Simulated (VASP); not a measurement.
Consider the following.

```
CELL_PARAMETERS angstrom
      0.00000     2.99092     2.99092
      2.99092     0.00000     2.99092
      2.99092     2.99092     0.00000
ATOMIC_POSITIONS crystal
  Cu 0.00000 0.00000 0.00000
  I  0.25000 0.25000 0.25000
```

The numbers are results of LDA (Ceperley-Alder, Perdew-Zunger), VASP's LDA PAW potentials (set 64) (plane waves; VASP 6.6.1), not measurements. Settings: 520 eV cut-off, 8×8×8 Γ-centred mesh, Gaussian smearing of 0.050 eV, potentials Cu I.

Unless said otherwise, spin-orbit coupling is left out, though it shifts the bands of the heavy elements here.

What does the run give for the energy per atom (σ→0), pressure, band gap (on the k-mesh) with the smallest direct gap where there is one?

```yaml
band gap (on the k-mesh): 1.11 eV
smallest direct gap (on the k-mesh): 1.11 eV
energy per atom (σ→0): -3.484 eV/atom
pressure: -2.84 GPa
```

The compound is CuI in the zinc blende structure. This cell is one point of a volume scan, at 1.06 of the reference volume.
